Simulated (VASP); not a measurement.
An input for Ansatz (written as the equivalent of a VASP run, and not itself run):

Ansatz 0.2 input:
```yaml
crystal:
  lattice:
    - [4.8253467, 0.0000000, 0.0000000]
    - [0.0000000, 4.8253467, 0.0000000]
    - [0.0000000, 0.0000000, 3.2213702]
  atoms:
    - { symbol: Zr, position: [0.0000000, 0.0000000, 0.0000000] }
    - { symbol: Zr, position: [0.5000000, 0.5000000, 0.5000000] }
    - { symbol: O, position: [0.6941841, 0.3058159, 0.0000000] }
    - { symbol: O, position: [0.3058159, 0.6941841, 0.0000000] }
    - { symbol: O, position: [0.1941841, 0.1941841, 0.5000000] }
    - { symbol: O, position: [0.8058159, 0.8058159, 0.5000000] }
kpoints:
  mp_grid: { grid: [4, 4, 6] }
hamiltonian:
  xc: lda
  pseudopotentials: { kind: paw }
scf:
  occupations: { method: gaussian, width: 0.05 }
  max_iter: 100
relax:
  max_steps: 60
  f_tol: 0.02
  cell: {}
output: { forces: true, stress: true, eigenvalues: true }
```

Question: Write the VASP files for the same calculation (LDA).

Answer: One answer among several that fit: 
**INCAR**
```
ALGO=Normal
EDIFF=1E-6
EDIFFG=-0.02
ENCUT=520
IBRION=2
ISIF=3
ISMEAR=0
LASPH=.True.
LCHARG=.False.
LMAXMIX=4
LREAL=.False.
LWAVE=.False.
NELM=100
NSW=60
PREC=Accurate
SIGMA=0.05
SYSTEM=ZrO2
```

File POSCAR:
```
ZrO2
1
    4.8253467395     0.0000000000     0.0000000000
    0.0000000000     4.8253467395     0.0000000000
    0.0000000000     0.0000000000     3.2213702363
Zr O
2 4
Direct
  0.0000000000   0.0000000000   0.0000000000
  0.5000000000   0.5000000000   0.5000000000
  0.6941841388   0.3058158612   0.0000000000
  0.3058158612   0.6941841388   0.0000000000
  0.1941841388   0.1941841388   0.5000000000
  0.8058158612   0.8058158612   0.5000000000
```

KPOINTS:
```
K-points
0
Gamma
4 4 6
0 0 0
```

POTCAR, in this order: Zr_sv O (LDA.64 set). Program: vasp_std.

Limits of the translation: each code has its own PAW files, so the cut-off isn't converted (ENCUT is set for VASP's; basis.ecutwfc is left out, and Ansatz then takes the one that its files recommend); Ansatz stops its SCF on the density residual and VASP on the energy change (EDIFF); Ansatz's lda is the Perdew-Wang form, while the LDA potentials of VASP carry Perdew-Zunger's.

The structure comes from a computed database's ZrO2 entry (P4_2/mnm); how it stands against other phases isn't given here. This run relaxes it. Symmetry was kept, so distortions that lower it aren't found. The start is the result of an earlier pass.
